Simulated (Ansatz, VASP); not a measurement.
# Ti3Al5 (Ti3Al5 (Pmmm)) in two plane-wave programs

Wanted: the spread between two codes on one cell, functional and k mesh. The cell is taken from a series of runs on this material, whose earlier steps may have relaxed, scaled, displaced or heated it; both programs get it as it stands.

Main program and level: Ansatz 0.2.0; plane waves, with VASP 6.6.1 beside it; relaxation of cell and atoms at r2SCAN.

## (1) The structure

The structure is orthorhombic, space group Pmmm (No. 47). Conventional cell: a = 3.901 Å, b = 4.014 Å, c = 8.083 Å, α = 90.00°, β = 90.00°, γ = 90.00°. Ti has 10 Al at 2.72 to 2.94 Å and 2 Ti at 2.90 Å nearest. Ti has 8 Al at 2.80 Å and 4 Ti at 2.90 Å nearest. Al has 4 Al at 2.76 Å and 8 Ti at 2.80 to 2.94 Å nearest. Al has 4 Ti at 2.76 Å and 8 Al at 2.80 to 2.85 Å nearest. Nearest to Al lie 4 Ti at 2.72 Å and 8 Al at 2.80 to 2.89 Å. Al has 6 Al at 2.76 to 2.89 Å and 6 Ti at 2.80 Å nearest. Farther neighbours are not listed.

## (2) Ansatz: relaxation of cell and atoms, r2SCAN

Ansatz runs on its PAW soft_1 files.

The relaxed volume is the usual yardstick between codes: in a stiff, nearly cubic crystal its relative difference is about their pressure difference at one cell divided by the bulk modulus.

input.yaml

```yaml
crystal:
  lattice:
    - [3.9010138, 0.0, 0.0]
    - [0.0, 4.0139389, 0.0]
    - [0.0, 0.0, 8.0832905]
  atoms:
    - { symbol: Ti, position: [0.0, 0.5, 0.26506523] }
    - { symbol: Ti, position: [0.0, 0.5, 0.73493477] }
    - { symbol: Ti, position: [0.5, 0.5, 0.0] }
    - { symbol: Al, position: [0.0, 0.0, 0.0] }
    - { symbol: Al, position: [0.0, 0.0, 0.5] }
    - { symbol: Al, position: [0.5, 0.5, 0.5] }
    - { symbol: Al, position: [0.5, 0.0, 0.24223368] }
    - { symbol: Al, position: [0.5, 0.0, 0.75776632] }
basis:
  ecutwfc: 500
  xc_grid: 2
hamiltonian:
  xc: r2scan
  pseudopotentials: { kind: paw, azcp: { folder: soft_1 } }
kpoints:
  mp_grid: { grid: [10, 10, 5] }
scf:
  occupations: { method: fermi_dirac, width: 0.05 }
  max_iter: 150
output:
  forces: true
  stress: true
relax:
  f_tol: 0.01
  max_steps: 60
  cell: {}
checkpoint:
  write: "../r2scan.run"
  compress: false
  write_wavefunctions: false
  write_every: 100000
```

Launch:

```bash
> ansatz run input.yaml --threads 4 --pin off --max-ram 6594MiB --backend cpu --events-out ev --progress --plain --runs-dir out
```

Numbers of over 12 decimals in the logs are rounded to 6 here.

Log:

```text
Engine: ansatz 0.2.0, aarch64-unknown-linux-gnu
Pseudopotentials: kind: paw
Pseudopotential: Ti, paw, valence charge 12, recommended cutoff 500 eV (meta_gga), soft_1/Ti.paw.azcp
Pseudopotential: Al, paw, valence charge 3, recommended cutoff 500 eV (meta_gga), soft_1/Al.paw.azcp
Functional definition: r2SCAN
  parameter k0 = 0.174
  parameter k1 = 0.065
  parameter a1 = 4.9479
  exchange = r2scan_x(k0 = k0, k1 = k1, a1 = a1)
  correlation = r2scan_c
Crystal: 8 atoms, lattice volume = 126.572 Å³
Basis set: ecut = 500 eV, 3201 PW (Γ), exchange–correlation on 60×60×120 points (8 copies of the dense FFT grid, shifted against one another)
Bands: 34, of which v1, the nominal top of the filled ones, is band 26 counted from 1 (25 counted from 0)
Symmetry: 8 space group operations
Space group: Pmmm (ITA 47), of the structure as read, at distance tolerance 5.0e-5 Å
k-points: 108 of 500
Non-local potential: Ti, projectors of the file, l = 0: 3, l = 1: 2, l = 2: 3, l = 3: 1
Non-local potential: Al, projectors of the file, l = 0: 2, l = 1: 2, l = 2: 1
PAW form: soft (Blöchl's): semilocal exchange-correlation on the pseudo side does not see the compensation charge
PAW frozen core: Ti, regenerated for the run's functional (the file was generated under x = pbe(κ = 0.804, μ = 0.219515), c = pbe(β = 0.066725))
PAW frozen core: Al, regenerated for the run's functional (the file was generated under x = pbe(κ = 0.804, μ = 0.219515), c = pbe(β = 0.066725))
PAW one-centre angular grid: Ti, 590 points (default); XC on 160 Gauss nodes
PAW one-centre angular grid: Al, 302 points (default); XC on 160 Gauss nodes
Initial density: superposition of atomic densities (chi_scale 0.1, normalization cell, long waves kept (reshape's long-wave potential 0.01 eV rms))
Initial wavefunctions: pseudopotential atomic-orbital guess
Functional: x = r2scan, c = r2scan; τ floored in thin density (d = 2e-4 eV/Å³)
SCF iter   1: F=—  HF=-10219.231621 eV  |F-HF|=—  |Δ(HF+E_count)|=         —  Δρ=4.38e-2  dr2=3.49e0  dr2_τ=1.06e-1  ethr=3.10e-3  ⟨swp⟩=6.8  Hψ=15760  notcnv=0  defer=3
preconditioner: auto → Kerker (q_TF=auto, 2.345 Å⁻¹)  [metal: Δε(μ)=0.013 eV  Ē_g=5.124 eV  σ=0.050 eV  W_gap=0.07  n_scr=30 (ndim 8)  ℏωp=17.2 eV  f_vac=0.000  D(μ)=4.07/eV (n_scr^D=38)]
SCF iter   2: F=—  HF=-10219.066223 eV  |F-HF|=—  |Δ(HF+E_count)|=   1.65e-1  Δρ=2.47e-2  dr2=1.35e0  dr2_τ=2.43e-2  ethr=3.10e-3  ⟨swp⟩=3.9  Hψ=8352  notcnv=0  defer=113
SCF iter   3: F=—  HF=-10218.992310 eV  |F-HF|=—  |Δ(HF+E_count)|=   7.39e-2  Δρ=2.00e-2  dr2=1.25e0  dr2_τ=2.86e-2  ethr=2.65e-3  ⟨swp⟩=2.8  Hψ=5714  notcnv=0  defer=107
SCF iter   4: F=—  HF=-10218.882681 eV  |F-HF|=—  |Δ(HF+E_count)|=   1.10e-1  Δρ=1.22e-2  dr2=3.09e-1  dr2_τ=1.65e-2  ethr=2.46e-3  ⟨swp⟩=2.8  Hψ=5832  notcnv=0  defer=104
SCF iter   5: F=—  HF=-10218.846867 eV  |F-HF|=—  |Δ(HF+E_count)|=   3.58e-2  Δρ=2.35e-3  dr2=8.64e-3  dr2_τ=1.38e-4  ethr=6.06e-4  ⟨swp⟩=2.6  Hψ=5336  notcnv=0  defer=94
SCF iter   6: F=—  HF=-10218.847191 eV  |F-HF|=—  |Δ(HF+E_count)|=   3.24e-4  Δρ=7.73e-4  dr2=1.18e-3  dr2_τ=4.26e-5  ethr=1.69e-5  ⟨swp⟩=2.1  Hψ=5858  notcnv=0  defer=94
SCF iter   7: F=—  HF=-10218.847186 eV  |F-HF|=—  |Δ(HF+E_count)|=   4.56e-6  Δρ=1.55e-4  dr2=4.09e-5  dr2_τ=1.29e-6  ethr=2.32e-6  ⟨swp⟩=2.0  Hψ=4293  notcnv=0  defer=95
SCF iter   8: F=—  HF=-10218.847211 eV  |F-HF|=—  |Δ(HF+E_count)|=   2.50e-5  Δρ=4.35e-5  dr2=2.65e-6  dr2_τ=9.08e-8  ethr=8.01e-8  ⟨swp⟩=2.0  Hψ=5148  notcnv=0  defer=94
SCF iter   9: F=—  HF=-10218.847214 eV  |F-HF|=—  |Δ(HF+E_count)|=   3.36e-6  Δρ=1.53e-5  dr2=4.06e-7  dr2_τ=5.53e-9  ethr=5.20e-9  ⟨swp⟩=2.0  Hψ=5040  notcnv=0  defer=94
SCF iter  10: F=-10218.847215 eV  HF=-10218.847215 eV  |F-HF|=1.03e-8  |Δ(HF+E_count)|=   5.44e-7  Δρ=4.76e-6  dr2=3.65e-8  dr2_τ=8.31e-10  ethr=1.96e-10  ⟨swp⟩=4.0  Hψ=11180  notcnv=0
SCF 1 converged in 10 iterations: F = -10218.847215 eV  dr2 = 3.65e-8
  greatest PAW one-centre occupation: 1.000 electrons in one spin orbital (limit 2), on the Ti atom at site 2 (counted from 0), in its partial waves of l = 0
relax step   1: F+E_penalty+E_count = -10218.84721505 eV  Δ(F+E_penalty+E_count) = +0.000e0 eV  max|allowed force component| = 1.057e-2 eV/Å  Δτ_max = 0.0000 Å  P = +0.074 GPa  Ω = 126.572 Å³  (10 SCF iters, dr2 threshold 1.00e-7 eV, accepted)
[...]
relax step   2: F+E_penalty+E_count = -10218.84737908 eV  Δ(F+E_penalty+E_count) = -1.640e-4 eV  max|allowed force component| = 5.666e-3 eV/Å  Δτ_max = 0.0021 Å  P = -0.018 GPa  Ω = 126.667 Å³  energy of the carried Pulay correction = -2.665e-5 eV  (5 SCF iters, dr2 threshold 1.53e-7 eV, accepted)
[...]
relax step   3: F+E_penalty+E_count = -10218.84743189 eV  Δ(F+E_penalty+E_count) = -5.281e-5 eV  max|allowed force component| = 3.062e-4 eV/Å  Δτ_max = 0.0008 Å  P = -0.002 GPa  Ω = 126.651 Å³  energy of the carried Pulay correction = -2.227e-5 eV  (5 SCF iters, dr2 threshold 2.03e-8 eV, accepted)
[...]
relax step   4: F+E_penalty+E_count = -10218.84746241 eV  Δ(F+E_penalty+E_count) = -3.051e-5 eV  max|allowed force component| = 3.442e-4 eV/Å  Δτ_max = 0.0000 Å  P = -0.002 GPa  Ω = 126.651 Å³  stress off target by 3.18e-3 GPa  SCF on the basis re-selected at this cell (its energy is not comparable with the rows above)  (5 SCF iters)
basis re-selected at this cell: Δ(F+E_penalty+E_count) = -3.051e-5 eV, ΔP = +0.000 GPa vs the last step (what re-selecting the basis moved, of the pressure what is left beyond the Pulay correction that the steps carried, after the strain that the cell walked since its last selection, with what the two solves' SCF thresholds leave and, on support functions, any second-order correction that the steps lacked; it is no m [...]
SCF converged after 5 iterations
Free energy (F): -10218.847462 eV
Harris-Foulkes:  -10218.847462 eV  (|F-HF|=1.82e-12)
Internal energy: -10218.810157 eV  (E = F + TS)
E sigma→0 (E₀):  -10218.828809 eV
Entropy (-TS):   -0.037306 eV (-4.663 meV/atom)
Fermi energy:    10.555753 eV
--- Per-component energies (eV) ---
  E_band       = -525.170369
  E_kinetic    = 961.522784
  E_local      = -3681.553805  (includes V_loc(G=0)·N_el)
  E_nonlocal   = 230.230397
  E_hartree    = 1562.803337
  E_xc         = -513.778278
  E_vxc        = -642.049306  (∫ρ·V_xc dr)
  E_paw        = -5528.005783  (= ΣΔE_a)
  E_vpaw       = -555.990440  (= ΣTr[D̂ρ^β])
  E_aug_tail   = -0.000070  (compensation charges beyond the density's cutoff)
  E_vtau       = 37.063089  (kinetic-family band-sum trace: ∫τ·v_τ [+ j·A + Jᵃ·Aᵃ] dr)
  E_ewald      = -3248.967829
  E_core_change = -1.060910  (= ΣΔE_core)
  E_smearing   = -0.037306  (= −TS)
  E_closure    = -0.000000  (closes the sum)
  Σ components = -10218.847462   (vs F -10218.847462, Δ=0.00e0)
--- Forces (eV/Å), atoms counted from 1 ---
  atom   1  Ti     0.00000000     0.00000000    -0.00034419
  atom   2  Ti     0.00000000     0.00000000     0.00034419
  atom   3  Ti     0.00000000     0.00000000     0.00000000
  atom   4  Al     0.00000000     0.00000000     0.00000000
  atom   5  Al     0.00000000     0.00000000     0.00000000
  atom   6  Al    -0.00000000     0.00000000     0.00000000
  atom   7  Al     0.00000000     0.00000000    -0.00030872
  atom   8  Al     0.00000000     0.00000000     0.00030872
  max |Σ_I F_I| component: 5.42e-20 eV/Å
--- Stress (GPa, compression-positive) ---
       -0.002564       0.000000       0.000000
        0.000000      -0.000637       0.000000
        0.000000       0.000000      -0.003184
  P = ⅓ Tr σ = -0.0021 GPa (-0.021 kbar)
--- Relaxed structure (3 steps of the walk, 3 accepted, 1 SCFs on fresh bases) ---
  F+E_penalty+E_count = -10218.84746241 eV   max|allowed force component| = 3.442e-4 eV/Å   (the final SCF, on the basis selected at the relaxed cell)
  cell:  # Å, volume = 126.6512 Å³
    - [3.902213, 0.0, 0.0]
    - [0.0, 4.020021, 0.0]
    - [0.0, 0.0, 8.073651]
  atoms:
    - { symbol: Ti, position: [0.0, 0.500000, 0.264909] }
    - { symbol: Ti, position: [0.0, 0.500000, 0.735091] }
    - { symbol: Ti, position: [0.500000, 0.500000, 0.0] }
    - { symbol: Al, position: [0.0, 0.0, 0.0] }
    - { symbol: Al, position: [0.0, 0.0, 0.500000] }
    - { symbol: Al, position: [0.500000, 0.500000, 0.500000] }
    - { symbol: Al, position: [0.500000, 0.0, 0.242403] }
    - { symbol: Al, position: [0.500000, 0.0, 0.757597] }
```

In the SCF lines HF is the Harris–Foulkes energy and dr2 the Hartree energy of the density residual, in eV; the loop may stop once dr2 is under the threshold and the program's other checks hold. Hψ counts applications of the Hamiltonian.

(Part 1 of 2 ends here.)

[Lines on the potential files, build, host, timing and source positions are cut from VASP's logs without a mark.]

[Logs are printed without paths, hosts, clocks, repeated set-up lines and the standing remarks that a program may print on its own settings, such as how far it seeks lower states.]

[Hosts, paths, dates, database ids (printed as entryN), source tags and the programs' standing remarks are cut or masked in the printed files.]
